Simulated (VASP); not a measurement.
Here is a VASP 6.6.1 calculation.

INCAR

```
SYSTEM = AlN
ALGO = Normal ; EDIFF = 1E-7
ENCUT = 520 ; GGA = PE
ISIF = 2 ; ISMEAR = 0
LASPH = .True. ; LCHARG = .False.
LREAL = .False. ; LWAVE = .False.
NBANDS = 16 ; NELM = 80
PREC = Accurate ; SIGMA = 0.02
```

KPOINTS

```
k-points
0
Gamma
  18 18 10
  0 0 0
```

POSCAR

```
AlN
1.0
    3.1130000000      0.0000000000      0.0000000000
   -1.5565000000      2.6959370800      0.0000000000
    0.0000000000      0.0000000000      4.9810000000
Al N
2 2
Direct
    0.3333333300      0.6666666700      0.0000000000
    0.6666666700      0.3333333300      0.5000000000
    0.3333333300      0.6666666700      0.3800000000
    0.6666666700      0.3333333300      0.8800000000
```

Potentials or basis: VASP PAW PBE potentials, release 64 (Al, N).

The run is started by

```bash
$ cat potpaw_PBE.64/Al/POTCAR potpaw_PBE.64/N/POTCAR > POTCAR
$ mpirun -np 1 vasp_std > vasp.out
```

**Question.** Estimate the largest force.

**Answer.** 0.129 eV/Å.

**Question.** What does it give for the band gap on the k mesh?

**Answer.** 4.22 eV, direct.

**Question.** Estimate the pressure.

**Answer.** 3.5 GPa.

Stress tensor (GPa, compression positive):
```
2.91 0.00 0.00
0.00 2.91 0.00
0.00 0.00 4.56
```

**Experimental background.**

From “Self-assembly of well-separated AlN nanowires directly on sputtered metallic TiN films”, 2019, arxiv:1910.07391, for a bulk crystal of AlN at 10 K: band gap 6.034 eV (an exciton energy, a little under the gap).

A measured gap of AlN is 6.034 eV (an exciton energy, a little under the gap; 10 K; quoted in “Self-assembly of well-separated AlN nanowires directly on sputtered metallic TiN films”, 2019, arxiv:1910.07391); the calculated 4.22 eV misses it by -1.81 eV. 2 values of this kind are on record (6.034 to 6.0343 eV); this one was drawn at random. The value is that of PBE on a finite k mesh, which can miss the band edges, without temperature or zero-point motion. Semilocal functionals fall short of measured gaps as a rule.
